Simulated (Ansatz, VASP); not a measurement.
# SiC (Moissanite 3C) in two plane-wave programs, part 3 of 3

Aim: how closely do two programs agree when they are given the same cell, functional and k mesh? The cell is taken from a series of runs on this material, whose earlier steps may have relaxed, scaled, displaced or heated it; both programs get it as it stands.

VASP 6.6.1 and Ansatz 0.2.0.

So far: VASP: zone-centre phonons, PBE, pair 1; Ansatz: zone-centre phonons, PBE, pair 1; Comparison; VASP: zone-centre phonons, PBE, pair 2; Ansatz: zone-centre phonons, PBE, pair 2; Side by side.

## (8) VASP: zone-centre phonons, PBE, pair 3

Level of this step: PBE; plane waves and PAW (C, Si) (VASP).

Second derivatives magnify differences that forces hide, and they need a tight electronic threshold. The cell compared in this pair holds 22.26 Å³, against 21.84 Å³ for the pair before.

INCAR

```
SYSTEM = SiC
PREC = Accurate
ENCUT = 600
EDIFF = 1E-08
NELM = 120
ISMEAR = 0
SIGMA = 0.01
LREAL = .FALSE.
ALGO = Normal
GGA = PE
NBANDS = 10
LORBIT = 11
LWAVE = .FALSE.
LCHARG = .FALSE.
ISIF = 2
IBRION = 8
LEPSILON = .TRUE.
LASPH = .TRUE.
GGA_COMPAT = .FALSE.
EFERMI = MIDGAP
KPAR = 2
```

POSCAR

```
SiC
1.0
    0.0000000000      2.2328056399      2.2328056399
    2.2328056399      0.0000000000      2.2328056399
    2.2328056399      2.2328056399      0.0000000000
C Si
1 1
Direct
    0.7500000000      0.7500000000      0.7500000000
    0.0000000000      0.0000000000      0.0000000000
```

KPOINTS

```
Automatic mesh
0
Gamma
12 12 12
0 0 0
```

Potentials, in the order of the species: C and Si (PBE family, release 64).

Command:

```sh
$ mpirun -np 2 vasp_std
```

Numbers of over 12 decimals in the logs are rounded to 6 here.

What it wrote:

```text
[... set-up lines as in an earlier step ...]
 entering main loop
       N       E                     dE             d eps       ncg     rms          rms(c)
DAV:   1     0.690926676096E+01    0.69093E+01   -0.44098E+03  1464   0.769E+02
DAV:   2    -0.159126356304E+02   -0.22822E+02   -0.22039E+02  1868   0.117E+02
DAV:   3    -0.166737894677E+02   -0.76115E+00   -0.75997E+00  1746   0.196E+01
DAV:   4    -0.166770934571E+02   -0.33040E-02   -0.33037E-02  1680   0.156E+00
[...]
DAV:  13    -0.150166046505E+02   -0.32901E-07   -0.10108E-07  1614   0.235E-03    0.111E-03
DAV:  14    -0.150166046223E+02    0.28203E-07   -0.62943E-09  1286   0.582E-04    0.302E-04
DAV:  15    -0.150166046246E+02   -0.23484E-08   -0.73702E-10   756   0.193E-04
   1 F= -.15016605E+02 E0= -.15016605E+02  d E =0.000000E+00
 Linear response reoptimize wavefunctions to high precision
DAV:   1    -0.150166046247E+02   -0.67757E-10   -0.42986E-11   866   0.584E-05
 Linear response G [H, r] |phi>, progress :
  Direction:   1
       N       E                     dE             d eps       ncg     rms
[...]
first order change of Fermi-energy  -0.15642E+01
 force on displaced ion       1 direction 1 : -16.299   0.000   0.000
 Born effective charge ion    1 direction 1 :  -2.640   0.000   0.000
 Linear response progress:
  Degree of freedom:   2/  2
       N       E                     dE             d eps       ncg     rms          rms(c)
RMM:   1    -0.158009391962E-01   -0.15801E-01   -0.39561E-03 13424   0.855E-01
RMM:   2    -0.138306882018E-01    0.19703E-02   -0.55750E-04  8619   0.195E-01    0.114E-01
RMM:   3    -0.137317338781E-01    0.98954E-04   -0.12343E-04  8790   0.444E-02    0.666E-02
RMM:   4    -0.137280702511E-01    0.36636E-05   -0.15304E-04  8789   0.504E-02    0.767E-03
RMM:   5    -0.136932141010E-01    0.34856E-04   -0.15266E-05  9027   0.104E-02    0.172E-03
RMM:   6    -0.136876962007E-01    0.55179E-05   -0.24069E-06  9142   0.147E-03    0.681E-04
RMM:   7    -0.136859764614E-01    0.17197E-05   -0.58950E-07  9176   0.403E-04    0.811E-05
RMM:   8    -0.136859857608E-01   -0.92994E-08    0.90857E-09  9345   0.952E-05    0.166E-05
 first order change of Fermi-energy   0.15645E+01
 force on displaced ion       2 direction 1 : -16.298   0.000   0.000
 Born effective charge ion    2 direction 1 :   2.639   0.000   0.000
 Born effective charges drift removed
 Linear response finished
```

From OUTCAR (step 8):

```text
  Total       -1.5544888     -1.5544888     -1.5544888     -0.0000000      0.0000000      0.0000000
  in kB     -111.8704576   -111.8704576   -111.8704576     -0.0000000      0.0000000      0.0000000
  external PRESSURE =    -111.8704576 kB  Pullay stress =       0.0000000 kB

 POSITION                                       TOTAL-FORCE (eV/Angst)
 -----------------------------------------------------------------------------------
      3.34921      3.34921      3.34921         0.000000      0.000000      0.000000
      0.00000      0.00000      0.00000        -0.000000     -0.000000     -0.000000
 -----------------------------------------------------------------------------------
    total drift:                                0.000000      0.000000      0.000000

 MACROSCOPIC STATIC DIELECTRIC TENSOR (including local field effects in DFT)
 ------------------------------------------------------
           7.196114    -0.000000     0.000000
          -0.000000     7.196114    -0.000000
           0.000000    -0.000000     7.196114
 ------------------------------------------------------

 MACROSCOPIC STATIC DIELECTRIC TENSOR IONIC CONTRIBUTION
 ------------------------------------------------------
           3.475673     0.000000     0.000000
           0.000000     3.475673    -0.000000
           0.000000    -0.000000     3.475673
 ------------------------------------------------------

[... 1 part as in an earlier step ...]

[... 1 further part left out ...]
```

## (9) Ansatz: zone-centre phonons, PBE, pair 3

The same cell, functional and mesh now go to Ansatz, which takes its cutoff from its data sets.

The cell is taken from a series of runs on this material, whose earlier steps may have relaxed, scaled, displaced or heated it; both programs get it as it stands.

input.yaml

```yaml
crystal:
  lattice:
    - [0.0, 2.2328056399, 2.2328056399]
    - [2.2328056399, 0.0, 2.2328056399]
    - [2.2328056399, 2.2328056399, 0.0]
  atoms:
    - { symbol: C, position: [0.75, 0.75, 0.75] }
    - { symbol: Si, position: [0.0, 0.0, 0.0] }
kpoints:
  mp_grid: { grid: [12, 12, 12] }
hamiltonian:
  xc: pbe
  pseudopotentials: { kind: paw, azcp: { folder: soft_1 } }
scf:
  occupations: { method: fixed }
output:
  eigenvalues: true
phonons:
  method: dfpt
  dielectric: true
  rigid_motions: translations
```

Command:

```sh
$ ansatz run input.yaml --threads 4 --pin off --max-ram 10240MiB --backend cpu --events-out ev --progress --plain --runs-dir out
```

What it wrote:

```text
[...]
Crystal: 2 atoms, lattice volume = 22.263 Å³
Basis set: ecut = 420 eV, 411 PW (Γ), exchange–correlation on 48×48×48 points (8 copies of the dense FFT grid, shifted against one another)
Bands: 8, of which v1, the nominal top of the filled ones, is band 4 counted from 1 (3 counted from 0)
Symmetry: 24 space group operations
k-points: 280 of 1728 (irreducible under 4 space group operations, time reversal used)
[...]
optical modes at Γ + LO–TO along q̂ = [1.0000, 0.0000, 0.0000]:
      ω (cm⁻¹)  modes    IR ((D/Å)²/amu)
[...]
optical modes at Γ + LO–TO along q̂ = [0.0000, 1.0000, 0.0000]:
      ω (cm⁻¹)  modes    IR ((D/Å)²/amu)
        725.55      2            38.7145
        885.70      1            19.3572
  optical modes at Γ + LO–TO along q̂ = [0.0000, 0.0000, 1.0000]:
      ω (cm⁻¹)  modes    IR ((D/Å)²/amu)
        725.55      2            38.7145
        885.70      1            19.3572
[key lines of the parts left out:]
SCF converged after 9 iterations
Free energy (F): -887.117311 eV
Fermi energy:    8.583320 eV
```

## (10) Comparison

Both answers:

```csv
quantity,Ansatz,VASP,difference
ε∞ xx,7.19,7.20,-0.13 %
ε∞ yy,7.19,7.20,-0.13 %
ε∞ zz,7.19,7.20,-0.13 %
Born charge of C1 (mean of the diagonal) (e),-2.66,-2.64,-0.02
Born charge of Si2 (mean of the diagonal) (e),2.66,2.64,+0.02
optical mode 1 to 3 (cm⁻¹),725.5,725.8,-0.04 %
```

Modes are paired by rising frequency, not by their patterns, so a pair may set unlike modes beside each other; they are those without the splitting of longitudinal modes.

## (11) Outcome

```json
{"r.m.s. difference of the optical zone-centre modes, each program's sorted by frequency (zone-centre phonons, PBE, pair 1)": "0.016 cm⁻¹", "r.m.s. difference of the optical zone-centre modes, each program's sorted by frequency (zone-centre phonons, PBE, pair 2)": "0.12 cm⁻¹", "r.m.s. difference of the optical zone-centre modes, each program's sorted by frequency (zone-centre phonons, PBE, pair 3)": "0.28 cm⁻¹"}
```

The r.m.s. difference of the optical zone-centre modes, each program's sorted by frequency is 0.016 cm⁻¹ (zone-centre phonons, PBE, pair 1). Such differences can come from data sets, numerical settings and the points named under the comparisons, not from the functional's error against experiment.

[Lines on the potential files, build, host, timing and source positions are cut from VASP's logs without a mark.]

[Logs are printed without paths, hosts, clocks, repeated set-up lines and the standing remarks that a program may print on its own settings, such as how far it seeks lower states.]

[Hosts, paths, dates, database ids (printed as entryN), source tags and the programs' standing remarks are cut or masked in the printed files.]
